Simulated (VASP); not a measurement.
# LaPt3 (Pm-3m) in VASP: single point with LDA

Aim: the single point of LaPt3 with LDA.

All numbers are computed with VASP 6.6.1; they aren't measurements. Logs are shortened: lines on timing, memory, paths and dates and some standing lists are left out, and cuts for length are marked.

**1. The crystal as given**

Symmetry: Pm-3m, No. 221, cubic system. The conventional cell has a = 4.074 Å, b = 4.074 Å, c = 4.074 Å, α = 90.00°, β = 90.00°, γ = 90.00°. La (site symmetry m-3m) has 12 Pt at 2.88 Å as nearest neighbours. Around Pt (site symmetry 4/mmm) lie 4 La at 2.88 Å and 8 Pt at 2.88 Å.

**2. Single point, LDA**

The input, INCAR:

```
PREC = Accurate
ENCUT = 520
EDIFF = 1E-6
ISMEAR = 1
SIGMA = 0.1
LREAL = False
LASPH = True
NELM = 100
ALGO = Normal
ISIF = 2
LWAVE = False
LCHARG = False
GGA = CA
NBANDS = 28
```

The input, KPOINTS:

```
Automatic mesh
0
Gamma
  6 6 6
```

The input, POSCAR:

```
LaPt3
1.0
    4.0745000000      0.0000000000      0.0000000000
    0.0000000000      4.0745000000      0.0000000000
    0.0000000000      0.0000000000      4.0745000000
La Pt
1 3
Direct
    0.0000000000      0.0000000000      0.0000000000
    0.0000000000      0.5000000000      0.5000000000
    0.5000000000      0.0000000000      0.5000000000
    0.5000000000      0.5000000000      0.0000000000
```

Potentials or basis: VASP PAW LDA potentials, release 64 (La, Pt).

On the command line:

```console
cat potpaw_LDA.64/La/POTCAR potpaw_LDA.64/Pt/POTCAR > POTCAR
mpirun -np 1 vasp_std > vasp.out
```

OUTCAR:

```text
PREC = Accurate
   ENCUT = 520
   EDIFF = 1E-6
   ISMEAR = 1
   LREAL = False
   LASPH = True
   NELM = 100
   ISIF = 2
   GGA = CA

 ion  position               nearest neighbor table
   1  0.000  0.000  0.000-   2 2.88   3 2.88   4 2.88   2 2.88   3 2.88   2 2.88   4 2.88   2 2.88
                             3 2.88   4 2.88   3 2.88   4 2.88
   2  0.000  0.500  0.500-   1 2.88   3 2.88   4 2.88   1 2.88   4 2.88   1 2.88   3 2.88   1 2.88
                             3 2.88   4 2.88   4 2.88   3 2.88
   3  0.500  0.000  0.500-   1 2.88   2 2.88   4 2.88   1 2.88   4 2.88   2 2.88   4 2.88   4 2.88
                             1 2.88   2 2.88   1 2.88   2 2.88
   4  0.500  0.500  0.000-   1 2.88   2 2.88   3 2.88   2 2.88   3 2.88   1 2.88   3 2.88   3 2.88
                             1 2.88   2 2.88   2 2.88   1 2.88

  LATTYP: Found a simple cubic cell.
 ALAT       =     4.0745000000

  Lattice vectors:

 A1 = (   4.0745000000,   0.0000000000,   0.0000000000)
 A2 = (   0.0000000000,   4.0745000000,   0.0000000000)
 A3 = (   0.0000000000,   0.0000000000,   4.0745000000)

Analysis of symmetry for initial positions (statically):
=====================================================================
 Subroutine PRICEL returns:
 Original cell was already a primitive cell.

 Routine SETGRP: Setting up the symmetry group for a
 simple cubic supercell.

 Subroutine GETGRP returns: Found 48 space group operations
 (whereof 48 operations were pure point group operations)
 out of a pool of 48 trial point group operations.

The static configuration has the point symmetry O_h .

Analysis of symmetry for dynamics (positions and initial velocities):
=====================================================================
 Subroutine PRICEL returns:
 Original cell was already a primitive cell.

 Routine SETGRP: Setting up the symmetry group for a
 simple cubic supercell.

 Subroutine GETGRP returns: Found 48 space group operations
 (whereof 48 operations were pure point group operations)
 out of a pool of 48 trial point group operations.

The dynamic configuration has the point symmetry O_h .

 Subroutine INISYM returns: Found 48 space group operations
 (whereof 48 operations are pure point group operations),
 and found     1 'primitive' translations

----------------------------------------------------------------------------------------

                                     Primitive cell

  volume of cell :      67.6430

  direct lattice vectors                    reciprocal lattice vectors
     4.074500000  0.000000000  0.000000000     0.245428887  0.000000000  0.000000000
     0.000000000  4.074500000  0.000000000     0.000000000  0.245428887  0.000000000
     0.000000000  0.000000000  4.074500000     0.000000000  0.000000000  0.245428887

  length of vectors
     4.074500000  4.074500000  4.074500000     0.245428887  0.245428887  0.245428887

  position of ions in fractional coordinates (direct lattice)
     0.000000000  0.000000000  0.000000000
     0.000000000  0.500000000  0.500000000
     0.500000000  0.000000000  0.500000000
     0.500000000  0.500000000  0.000000000

  ion indices of the primitive-cell ions
   primitive index   ion index
                 1           1
                 2           2
                 3           3
                 4           4

----------------------------------------------------------------------------------------

 KPOINTS: Automatic mesh

Automatic generation of k-mesh.
 Grid dimensions read from file:
 generate k-points for:    6    6    6

 Generating k-lattice:

  Cartesian coordinates                     Fractional coordinates (reciprocal lattice)
     0.040904814  0.000000000  0.000000000     0.166666667  0.000000000  0.000000000
     0.000000000  0.040904814  0.000000000     0.000000000  0.166666667  0.000000000
     0.000000000  0.000000000  0.040904814     0.000000000  0.000000000  0.166666667

  Length of vectors
     0.040904814  0.040904814  0.040904814

  Shift w.r.t. Gamma in fractional coordinates (k-lattice)
     0.000000000  0.000000000  0.000000000

 Subroutine IBZKPT returns following result:
 ===========================================

 Found     20 irreducible k-points:

 Following reciprocal coordinates:
            Coordinates               Weight
  0.000000  0.000000  0.000000      1.000000
  0.166667  0.000000  0.000000      6.000000
  0.333333  0.000000  0.000000      6.000000
  0.500000  0.000000  0.000000      3.000000
  0.166667  0.166667  0.000000     12.000000
  0.333333  0.166667  0.000000     24.000000
[... 12 lines left out ...]
  0.500000  0.500000  0.333333      6.000000
  0.500000  0.500000  0.500000      1.000000
   k-points           NKPTS =     20   k-points in BZ     NKDIM =     20   number of bands    NBANDS=     28
   number of dos      NEDOS =    301   number of ions     NIONS =      4
   total plane-waves  NPLWV =  27000
   dimension x,y,z NGX =    30 NGY =   30 NGZ =   30
   dimension x,y,z NGXF=    60 NGYF=   60 NGZF=   60
   ions per type =               1   3
   NGX,Y,Z   is equivalent  to a cutoff of  12.24, 12.24, 12.24 a.u.
   NGXF,Y,Z  is equivalent  to a cutoff of  24.48, 24.48, 24.48 a.u.
 SYSTEM =  unknown system
   PREC   = accura    normal or accurate (medium, high low for compatibility)
   ISTART =      0    job   : 0-new  1-cont  2-samecut
   ICHARG =      2    charge: 1-file 2-atom 10-const
   ISPIN  =      1    spin polarized calculation?
   LNONCOLLINEAR =      F non collinear calculations
   LSORBIT =      F    spin-orbit coupling
   LASPH  =      T    aspherical Exc in radial PAW
   ENCUT  =  520.0 eV  38.22 Ry    6.18 a.u.   7.58  7.58  7.58*2*pi/ulx,y,z
   NELM   =    100;   NELMIN=  2; NELMDL= -5     # of ELM steps
   EDIFF  = 0.1E-05   stopping-criterion for ELM
   LREAL  =      F    real-space projection
   EDIFFG = 0.1E-04   stopping-criterion for IOM
   NSW    =      0    number of steps for IOM
   IBRION =     -1    ionic relax: 0-MD 1-quasi-New 2-CG
   NFREE  =      0    steps in history (QN), initial steepest desc. (CG)
   ISIF   =      2    stress and relaxation
   ISYM   =      2    0-nonsym 1-usesym 2-fastsym
   POTIM  = 0.5000    time-step for ionic-motion
   TEBEG  =    0.0;   TEEND  =   0.0 temperature during run
   PSTRESS=    0.0 pullay stress
   NELECT =      41.0000    total number of electrons
   NUPDOWN=      -1.0000    fix difference up-down
   EMIN   =  10.00;   EMAX   =-10.00  energy-range for DOS
   EFERMI =   0.00;   METHOD = LEGACY
   ISMEAR =     1;   SIGMA  =   0.10  broadening in eV -4-tet -1-fermi 0-gaus
   EFERMI_NEDOS =   21; number of points for ismear=-14 and -15
   IALGO  =     38    algorithm
   IMIX   =      4    mixing-type and parameters
     AMIX     =   0.40;   BMIX     =  1.00
     AMIX_MAG =   1.60;   BMIX_MAG =  1.00
  volume/ion in A,a.u.               =      16.91       114.12
  Fermi-wavevector in a.u.,A,eV,Ry     =   1.385464  2.618147 26.116512  1.919509
  Thomas-Fermi vector in A             =   2.509871
   LORBIT       =      0    0 simple, 1 ext, 2 COOP (PROOUT), +10 PAW based schemes
   GGA     = CA    functional components
   LHFCALC =     F    Hartree Fock is set to
   AEXX    =    0.0000 exact exchange contribution
   IVDW    =     0    specifies the selected vdW correction
   LEPSILON=     F    determine dielectric tensor
   LRPA    =     F    only Hartree local field effects (RPA)
 non-spin polarized calculation
 Methfessel and Paxton  Order N= 1 SIGMA  =   0.10
  energy-cutoff  :      520.00
  volume of cell :       67.64
 maximum number of plane-waves:      1856
   NGX = 15   NGY = 15   NGZ = 15

 number of electron      40.9999991 magnetization

 Free energy of the ion-electron system (eV)
  ---------------------------------------------------
  ext. energy  EPLUGINS =         0.00000000
  ---------------------------------------------------
  free energy    TOTEN  =       -31.33455064 eV

  energy without entropy =      -31.33648856  energy(sigma->0) =      -31.33519662

 E-fermi :  11.2768     XC(G=0): -13.1145

 val. band max:       11.2759210060   @ k =   0.5000   0.5000   0.5000
 cond. band min:      11.3290446209   @ k =   0.3333   0.3333   0.3333
 fundamental gap:      0.0531236149
 Fermi energy:        11.2767764910

 k-point     1 :       0.0000    0.0000    0.0000
  band No.  band energies     occupation
      1     -19.3540      2.00000
      2      -3.3187      2.00000
      3      -3.3187      2.00000
      4      -3.3187      2.00000
      5       3.5170      2.00000
      6       5.2380      2.00000
[... 20 lines left out ...]
     27      15.3797      0.00000
     28      15.6273      0.00000

 k-point     2 :       0.1667    0.0000    0.0000
  band No.  band energies     occupation
      1     -19.3378      2.00000
      2      -3.5864      2.00000
      3      -3.3577      2.00000
      4      -3.3577      2.00000
      5       3.9427      2.00000
      6       5.5180      2.00000
[... 20 lines left out ...]
     27      15.4631      0.00000
     28      15.7078      0.00000

 k-point     3 :       0.3333    0.0000    0.0000
  band No.  band energies     occupation
      1     -19.3050      2.00000
      2      -4.0553      2.00000
      3      -3.4334      2.00000
      4      -3.4334      2.00000
      5       4.9425      2.00000
      6       6.2584      2.00000
[... 20 lines left out ...]
     27      15.4137      0.00000
     28      15.6271      0.00000

 k-point     4 :       0.5000    0.0000    0.0000
  band No.  band energies     occupation
      1     -19.2884      2.00000
      2      -4.2650      2.00000
      3      -3.4702      2.00000
      4      -3.4702      2.00000
      5       5.7119      2.00000
      6       6.5739      2.00000
[... 20 lines left out ...]
     27      15.5154      0.00000
     28      15.7085      0.00000

 k-point     5 :       0.1667    0.1667    0.0000
  band No.  band energies     occupation
      1     -19.3235      2.00000
      2      -3.6719      2.00000
      3      -3.5092      2.00000
      4      -3.3939      2.00000
      5       4.3103      2.00000
      6       5.7057      2.00000
[... 20 lines left out ...]
     27      15.5261      0.00000
     28      15.5906      0.00000

 k-point     6 :       0.3333    0.1667    0.0000
  band No.  band energies     occupation
      1     -19.2947      2.00000
      2      -4.0221      2.00000
      3      -3.5886      2.00000
      4      -3.4646      2.00000
      5       5.2023      2.00000
      6       6.2692      2.00000
[... 339 lines left out ...]
      5       5.4395      2.00000
      6       5.8800      2.00000
[... 20 lines left out ...]
     27      15.5220      0.00000
     28      15.6481      0.00000

 k-point    18 :       0.5000    0.3333    0.3333
  band No.  band energies     occupation
      1     -19.2573      2.00000
      2      -3.8463      2.00000
      3      -3.7899      2.00000
      4      -3.6422      2.00000
      5       5.4223      2.00000
      6       5.6203      2.00000
[... 20 lines left out ...]
     27      15.5148      0.00000
     28      15.5592      0.00000

 k-point    19 :       0.5000    0.5000    0.3333
  band No.  band energies     occupation
      1     -19.2551      2.00000
      2      -3.7696      2.00000
      3      -3.7696      2.00000
      4      -3.6640      2.00000
      5       5.2210      2.00000
      6       5.3566      2.00000
[... 20 lines left out ...]
     27      15.4647      0.00000
     28      15.5467      0.00000

 k-point    20 :       0.5000    0.5000    0.5000
  band No.  band energies     occupation
      1     -19.2549      2.00000
      2      -3.6905      2.00000
      3      -3.6905      2.00000
      4      -3.6905      2.00000
      5       5.0032      2.00000
      6       5.0032      2.00000
[... 20 lines left out ...]
     27      15.4620      0.00000
     28      15.4620      0.00000

------------------------ aborting loop because EDIFF is reached ----------------------------------------

  FORCE on cell =-STRESS in cart. coord.  units (eV):
  Direction    XX          YY          ZZ          XY          YZ          ZX
  --------------------------------------------------------------------------------------
  -------------------------------------------------------------------------------------
  Total        4.0899250      4.0899250      4.0899250      0.0000000      0.0000000     -0.0000000
  in kB       96.8730470     96.8730470     96.8730470      0.0000000      0.0000000     -0.0000000
  external PRESSURE =      96.8730470 kB  Pullay stress =       0.0000000 kB

 VOLUME and BASIS-vectors are now :
 -----------------------------------------------------------------------------
  energy-cutoff  :      520.00
  volume of cell :       67.64
      direct lattice vectors                 reciprocal lattice vectors
     4.074500000  0.000000000  0.000000000     0.245428887  0.000000000  0.000000000
     0.000000000  4.074500000  0.000000000     0.000000000  0.245428887  0.000000000
     0.000000000  0.000000000  4.074500000     0.000000000  0.000000000  0.245428887

 POSITION                                       TOTAL-FORCE (eV/Angst)
 -----------------------------------------------------------------------------------
      0.00000      0.00000      0.00000         0.000000      0.000000      0.000000
      0.00000      2.03725      2.03725         0.000000      0.000000      0.000000
      2.03725      0.00000      2.03725         0.000000      0.000000      0.000000
      2.03725      2.03725      0.00000         0.000000      0.000000      0.000000
 -----------------------------------------------------------------------------------
    total drift:                                0.000000      0.000000     -0.000000

  FREE ENERGIE OF THE ION-ELECTRON SYSTEM (eV)
  ---------------------------------------------------
  free  energy   TOTEN  =       -31.3345506425 eV

  energy  without entropy=      -31.3364885614  energy(sigma->0) =      -31.33519662
```

Run time: 32 s. Hardware: 1 thread of Intel Xeon Platinum 8488C (Sapphire Rapids), shared host; peak memory 0.18 GiB.

What came out:

* Free energy: -31.3346 eV
* Pressure: 9.7 GPa
* Band gap on the k mesh: none (metal or under the smearing width)

Spin-orbit coupling is left out, which matters for the levels of La, Pt.
